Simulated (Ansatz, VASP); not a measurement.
**AlPt3C in two plane-wave programs**

Wanted: the spread between two codes on one cell, functional and k mesh. The cell is taken from a series of runs on this material, whose earlier steps may have relaxed, scaled, displaced or heated it; both programs get it as it stands.

Main program and level: Ansatz 0.2.0; plane waves, with VASP 6.6.1 beside it; zone-centre phonons at PBEsol.

**1. The structure**

The structure is cubic, space group Pm-3m (No. 221). The conventional cell has a = 4.133 Å, b = 4.133 Å, c = 4.133 Å, α = 90.00°, β = 90.00°, γ = 90.00°. Al has 12 Pt at 2.92 Å nearest. Nearest to Pt lie 2 C at 2.07 Å and 4 Al at 2.92 Å and 8 Pt at 2.92 Å. Nearest to C lie 6 Pt at 2.07 Å. Farther neighbours are not listed.

**2. Ansatz: zone-centre phonons, PBEsol**

Ansatz runs on its PAW soft_1 files.

Second derivatives magnify differences that forces hide, and they need a tight electronic threshold.

input.yaml

```yaml
crystal:
  lattice:
    - [4.1327502067, 0.0, 0.0]
    - [0.0, 4.1327502067, 0.0]
    - [0.0, 0.0, 4.1327502067]
  atoms:
    - { symbol: Al, position: [0.0, 0.0, 0.0] }
    - { symbol: Pt, position: [0.0, 0.5, 0.5] }
    - { symbol: Pt, position: [0.5, 0.0, 0.5] }
    - { symbol: Pt, position: [0.5, 0.5, 0.0] }
    - { symbol: C, position: [0.5, 0.5, 0.5] }
kpoints:
  mp_grid: { grid: [8, 8, 8] }
hamiltonian:
  xc: pbesol
  pseudopotentials: { kind: paw, azcp: { folder: soft_1 }, xc_functional: pbe }
scf:
  occupations: { method: methfessel_paxton, width: 0.2 }
output:
  eigenvalues: true
phonons:
  method: dfpt
```

Command:

```bash
$ ansatz run input.yaml --threads 4 --pin off --max-ram 10240MiB --backend cpu --events-out ev --progress --plain --runs-dir out
```

Numbers of over 12 decimals in the logs are rounded to 6 here.

What it wrote:

```text
zone centre: on kpoints.mp_grid the ground state, and the responses unless they are solved on pairs of k-points, stand on 125 of the mesh's 512 k-points, reduced under 8 symmetry operations, with k and −k counted as one. Each operation leaves every solved displacement unchanged or reverses it
Engine: ansatz 0.2.0, x86_64-unknown-linux-gnu
Pseudopotentials: kind: paw
Pseudopotential: Al, paw, valence charge 3, recommended cutoff 420 eV (normal), soft_1/Al.paw.azcp
Pseudopotential: Pt, paw, valence charge 18, recommended cutoff 420 eV (normal), soft_1/Pt.paw.azcp
Pseudopotential: C, paw, valence charge 4, recommended cutoff 420 eV (normal), soft_1/C.paw.azcp
Functional definition: PBEsol
  exchange = pbesol_x
  correlation = pbesol_c
Crystal: 5 atoms, lattice volume = 70.586 Å³
Basis set: ecut = 420 eV, 1357 PW (Γ), exchange–correlation on 60×60×60 points (8 copies of the dense FFT grid, shifted against one another)
Bands: 37, of which v1, the nominal top of the filled ones, is band 31 counted from 1 (30 counted from 0)
Symmetry: 48 space group operations
k-points: 125 of 512 (irreducible under 8 space group operations)
Non-local potential: Al, projectors of the file, l = 0: 2, l = 1: 2, l = 2: 1
Non-local potential: Pt, projectors of the file, l = 0: 3, l = 1: 2, l = 2: 2, l = 3: 1
Non-local potential: C, projectors of the file, l = 0: 2, l = 1: 2, l = 2: 1
PAW form: soft (Blöchl's): semilocal exchange-correlation on the pseudo side does not see the compensation charge
PAW frozen core: Al, regenerated for the run's functional, and the local potential with it (the file was generated under x = pbe(κ = 0.804, μ = 0.219515), c = pbe(β = 0.066725))
PAW frozen core: Pt, regenerated for the run's functional, and the local potential with it (the file was generated under x = pbe(κ = 0.804, μ = 0.219515), c = pbe(β = 0.066725))
PAW frozen core: C, regenerated for the run's functional, and the local potential with it (the file was generated under x = pbe(κ = 0.804, μ = 0.219515), c = pbe(β = 0.066725))
PAW one-centre angular grid: Al, 110 points (default); XC on 64 Gauss nodes
PAW one-centre angular grid: Pt, 590 points (default); XC on 64 Gauss nodes
PAW one-centre angular grid: C, 110 points (default); XC on 64 Gauss nodes
Initial density: superposition of atomic densities (chi_scale 0.1, normalization cell, long waves kept (reshape's long-wave potential 0.00 eV rms))
Initial wavefunctions: pseudopotential atomic-orbital guess
Functional: x = pbesol(κ = 0.804, μ = 0.123457), c = pbesol(β = 0.046)
SCF iter   1: F=—  HF=-37928.389602 eV  |F-HF|=—  |Δ(HF+E_count)|=         —  Δρ=9.89e-2  dr2=7.82e0  ethr=3.10e-3  ⟨swp⟩=5.1  Hψ=15286  notcnv=0
preconditioner: auto → Kerker (q_TF=auto, 2.663 Å⁻¹)  [metal: Δε(μ)=0.041 eV  Ē_g=7.944 eV  σ=0.200 eV  W_gap=0.17  n_scr=26 (ndim 8)  ℏωp=26.9 eV  f_vac=0.000  D(μ)=3.77/eV (n_scr^D=32)]
SCF iter   2: F=—  HF=-37926.954298 eV  |F-HF|=—  |Δ(HF+E_count)|=    1.44e0  S|Δr|=    0.00e0  Δρ=4.96e-2  dr2=1.98e0  ethr=3.10e-3  ⟨swp⟩=2.1  Hψ=7866  notcnv=0  defer=113
SCF iter   3: F=—  HF=-37926.456760 eV  |F-HF|=—  |Δ(HF+E_count)|=   4.98e-1  S|Δr|=    0.00e0  Δρ=7.43e-3  dr2=3.24e-2  ethr=3.10e-3  ⟨swp⟩=2.0  Hψ=7469  notcnv=0  defer=113
SCF iter   4: F=—  HF=-37926.449535 eV  |F-HF|=—  |Δ(HF+E_count)|=   7.22e-3  S|Δr|=    0.00e0  Δρ=1.32e-3  dr2=1.27e-3  ethr=5.32e-5  ⟨swp⟩=1.0  Hψ=5646  notcnv=0  defer=111
SCF iter   5: F=—  HF=-37926.449257 eV  |F-HF|=—  |Δ(HF+E_count)|=   2.78e-4  S|Δr|=    0.00e0  Δρ=3.60e-4  dr2=1.15e-4  ethr=2.08e-6  ⟨swp⟩=2.2  Hψ=6130  notcnv=0  defer=111
SCF iter   6: F=—  HF=-37926.449216 eV  |F-HF|=—  |Δ(HF+E_count)|=   4.09e-5  S|Δr|=    0.00e0  Δρ=6.22e-5  dr2=3.12e-6  ethr=1.88e-7  ⟨swp⟩=2.0  Hψ=5685  notcnv=0  defer=111
SCF iter   7: F=—  HF=-37926.449219 eV  |F-HF|=—  |Δ(HF+E_count)|=   2.39e-6  S|Δr|=    0.00e0  Δρ=1.23e-5  dr2=1.11e-7  ethr=5.11e-9  ⟨swp⟩=2.0  Hψ=6316  notcnv=0  defer=111
SCF iter   8: F=—  HF=-37926.449219 eV  |F-HF|=—  |Δ(HF+E_count)|=   1.53e-8  S|Δr|=    0.00e0  Δρ=2.13e-6  dr2=3.29e-9  ethr=1.81e-10  ⟨swp⟩=2.0  Hψ=6650  notcnv=0  defer=111
SCF iter   9: F=—  HF=-37926.449219 eV  |F-HF|=—  |Δ(HF+E_count)|=  2.33e-10  S|Δr|=    0.00e0  Δρ=4.44e-7  dr2=2.94e-10  ethr=5.39e-12  ⟨swp⟩=2.5  Hψ=7347  notcnv=0  defer=111
SCF iter  10: F=—  HF=-37926.449219 eV  |F-HF|=—  |Δ(HF+E_count)|=  7.28e-11  S|Δr|=    0.00e0  Δρ=9.65e-8  dr2=1.52e-11  ethr=1.00e-12  ⟨swp⟩=1.1  Hψ=4533  notcnv=0  defer=111
SCF iter  11: F=-37926.449219 eV  HF=-37926.449219 eV  |F-HF|=2.18e-11  |Δ(HF+E_count)|=  2.18e-11  S|Δr|=    0.00e0  Δρ=2.36e-8  dr2=3.77e-13  ethr=1.00e-12  ⟨swp⟩=9.7  Hψ=19646  notcnv=0
SCF 1 converged in 11 iterations: F = -37926.449219 eV  dr2 = 3.77e-13
  greatest PAW one-centre occupation: 1.000 electrons in one spin orbital (limit 2), on the Pt atom at site 3 (counted from 0), in its partial waves of l = 0
DFPT response loops at Γ: preconditioner auto → Kerker (q_TF=auto, 2.663 Å⁻¹) (partly filled bands, converged f_vac=0.000); β = 1.00, the filter's whole step (`scf.mixing.beta` (0.50) is not read by the response loops under this deck's `scf.mixing.preconditioner`; to damp them name `kerker` or `kerker_dos`, under which they read `scf.mixing.beta`, and type it under 1.00, their step now; both keys bind the ground state too); Broyden in place of MSR1
SCF converged after 11 iterations
Stability not checked: this state was not tested for a lower state beside it, because cold or Methfessel-Paxton smearing, or corrected tetrahedra, fill the levels in a way that the test cannot read (fill_not_monotonic; see scf.lower_state_search)
Free energy (F): -37926.449219 eV
Harris-Foulkes:  -37926.449219 eV  (|F-HF|=2.18e-11)
Internal energy: -37926.444465 eV  (E = F + TS)
E sigma→0 (E₀):  -37926.448030 eV
Entropy (-TS):   -0.004753 eV (-0.951 meV/atom)
Fermi energy:    18.302395 eV
Step filling:    the computed levels leave a gap of 0.0000 eV = 0.0 smearing widths at the electron count; against every level under it full and every level over it empty, smearing changes F+E_penalty+E_count by -4.707 meV and its σ→0 estimate by -3.519 meV
--- Per-component energies (eV) ---
  E_band       = -616.201419
  E_kinetic    = 1904.397736
  E_local      = -6262.379771  (includes V_loc(G=0)·N_el)
  E_nonlocal   = 655.010104
  E_hartree    = 2479.120292
  E_xc         = -777.401753
  E_vxc        = -900.318753  (∫ρ·V_xc dr)
  E_paw        = -28590.589176  (= ΣΔE_a)
  E_vpaw       = -971.154532  (= ΣTr[D̂ρ^β])
  E_aug_tail   = 0.003225  (compensation charges beyond the density's cutoff)
  E_ewald      = -7335.506457
  E_core_change = 0.901333  (= ΣΔE_core)
  E_smearing   = -0.004753  (= −TS)
  E_closure    = -0.000000  (closes the sum)
  Σ components = -37926.449219   (vs F -37926.449219, Δ=0.00e0)
--- Band table (eV; the first three rows and the last of 125) ---
  k-point 0: bands = [... 27 lower, 17.3613, 17.3866, 17.3866, 17.3866, 19.4360, 19.4360, 19.4360, 21.0105, ... 2 higher]
  k-point 1: bands = [... 27 lower, 17.2216, 17.3870, 17.4786, 17.4786, 19.2225, 19.6929, 19.6929, 21.3439, ... 2 higher]
  k-point 2: bands = [... 27 lower, 16.8195, 17.3878, 17.7055, 17.7055, 19.3270, 20.3977, 20.3977, 21.4731, ... 2 higher]
  k-point 124: bands = [... 27 lower, 15.8710, 17.1705, 17.1705, 17.1705, 19.3489, 19.3489, 19.3489, 19.7042, ... 2 higher]
--- Phonons (Γ-DFPT): 4 representative perturbations + reference, on 125 of 512 k-points (Σ response iterations 14) ---
  k mesh reduced under 8 symmetry operations, with k and −k counted as one. Each operation leaves every solved displacement unchanged or reverses it
  ASR residual: 1.425e-5 → 0.000e0 eV/Å²; symmetrization residual: 3.738e-6 eV/Å²
  ASR residual per site (eV/Å²): 9.96e-6 1.43e-5 1.43e-5 1.43e-5 7.12e-6
  Γ frequencies (cm⁻¹): -94.11 -94.11 -94.11 -70.75 -70.75 -70.75 0.00 0.00 0.00 75.33 75.33 75.33 437.22 437.22 437.22
  non-analytic LO–TO correction: not included (Born effective charges unavailable; polar crystals: no LO–TO splitting at Γ)
```

[end of part 1 of 3]

[Lines on the potential files, build, host, timing and source positions are cut from VASP's logs without a mark.]

[Logs are printed without paths, hosts, clocks, repeated set-up lines and the standing remarks that a program may print on its own settings, such as how far it seeks lower states.]

[Hosts, paths, dates, database ids (printed as entryN), source tags and the programs' standing remarks are cut or masked in the printed files.]
